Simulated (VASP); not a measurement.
Zn:

```
Zn
1.0
     2.62000    0.00000    0.00000
    -1.31000    2.26899    0.00000
     0.00000    0.00000    4.80000
Zn
2
Direct
  0.33333 0.66667 0.25000
  0.66667 0.33333 0.75000
```

The cell was built by a generator and needn't be a form met in nature.

| Item | Value |
| --- | --- |
| Program | VASP 6.6.1 |
| Task | relaxation of cell and atoms |
| Functional | r2SCAN |
| Dispersion | rVV10 |
| Potentials or basis | VASP PAW PBE potentials, release 64 (Zn) |
| Cutoff | 600 eV |
| k mesh | 18 × 18 × 10 |
| Occupations | methfessel-paxton, width 0.1 eV |
| Spin | no spin polarisation |

At the start: pressure -0.5 GPa; volume 14.27 Å³/atom.

Task: Where does the relaxation end?

Result: Over 9 steps the energy falls by 3.3 meV/atom and the volume is 14.32 Å³/atom (+0.4 %); space group P6_3/mmc (No. 194, to 0.05 Å).

The path:
```csv
step,energy change (eV),largest force (eV/Å),pressure (GPa),volume (Å³)
1,0.0000,0.0000,-0.53,28.53
2,-0.0046,0.0000,0.37,28.34
3,-0.0052,0.0000,0.70,28.28
4,-0.0053,0.0000,1.32,28.17
5,-0.0055,0.0000,0.98,28.23
6,-0.0066,0.0000,0.24,28.54
7,-0.0067,0.0000,0.10,28.61
8,-0.0065,0.0000,-0.21,28.74
9,-0.0067,0.0000,0.04,28.64
```

Final structure:
```yaml
crystal:
  lattice:
    - [2.59348, 0.00000, 0.00000]
    - [-1.29674, 2.24602, 0.00000]
    - [0.00000, 0.00000, 4.91664]
  atoms:
    - { symbol: Zn, position: [0.33333, 0.66667, 0.25000] }
    - { symbol: Zn, position: [0.66667, 0.33333, 0.75000] }
```

Caveat: the PAW data sets were made with another functional, which shifts forces and pressure a little.
